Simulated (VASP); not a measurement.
An input for Ansatz (written as the equivalent of a VASP run, and not itself run):

Ansatz 0.2 input:
```yaml
crystal:
  lattice:
    - [2.2750000, -3.9404160, 0.0000000]
    - [2.2750000, 3.9404160, 0.0000000]
    - [0.0000000, 0.0000000, 7.3900000]
  atoms:
    - { symbol: Mg, position: [0.6666670, 0.3333330, 0.5000000] }
    - { symbol: Mg, position: [0.3333330, 0.6666670, 0.0000000] }
    - { symbol: Te, position: [0.6666670, 0.3333330, 0.8760000] }
    - { symbol: Te, position: [0.3333330, 0.6666670, 0.3760000] }
kpoints:
  mp_grid: { grid: [6, 6, 4] }
hamiltonian:
  xc: lda
  pseudopotentials: { kind: paw }
scf:
  occupations: { method: gaussian, width: 0.05 }
  max_iter: 100
relax:
  max_steps: 60
  f_tol: 0.01
  cell: {}
output: { forces: true, stress: true, eigenvalues: true }
```

**Question.** Write the VASP files for the same calculation (LDA).

**Answer.** One answer among several that fit: 
**KPOINTS**
```
Automatic mesh
0
Gamma
6 6 4
0 0 0
```

### INCAR
```
ALGO = Normal   # blocked Davidson
LMAXMIX = 4
LWAVE = .FALSE.
EDIFFG = -0.01
ISMEAR = 0
LCHARG = .FALSE.
PREC = Accurate
NELM = 100
SYSTEM = MgTe
SIGMA = 0.05
ISIF = 3   # ions, shape and volume
NSW = 60   # most ionic steps
LASPH = .TRUE.   # aspherical one-centre terms
EDIFF = 1E-6
IBRION = 2   # conjugate gradients
LREAL = .FALSE.
ENCUT = 520   # plane-wave cut-off (eV)
```

### POSCAR
```
MgTe
1
    2.2750000000    -3.9404160000     0.0000000000
    2.2750000000     3.9404160000     0.0000000000
    0.0000000000     0.0000000000     7.3900000000
Mg Te
2 2
Direct
  0.6666670000   0.3333330000   0.5000000000
  0.3333330000   0.6666670000   0.0000000000
  0.6666670000   0.3333330000   0.8760000000
  0.3333330000   0.6666670000   0.3760000000
```

POTCAR, in this order: Mg Te (LDA.64 set). Program: vasp_std.

What does not carry over: each code has its own PAW files, so the cut-off isn't converted (ENCUT is set for VASP's; basis.ecutwfc is left out, and Ansatz then takes the one that its files recommend); Ansatz stops its SCF on the density residual and VASP on the energy change (EDIFF); Ansatz's lda is the Perdew-Wang form, while the LDA potentials of VASP carry Perdew-Zunger's.

The compound is MgTe in the wurtzite structure. This run relaxes it. Symmetry was kept, so distortions that lower it aren't found.
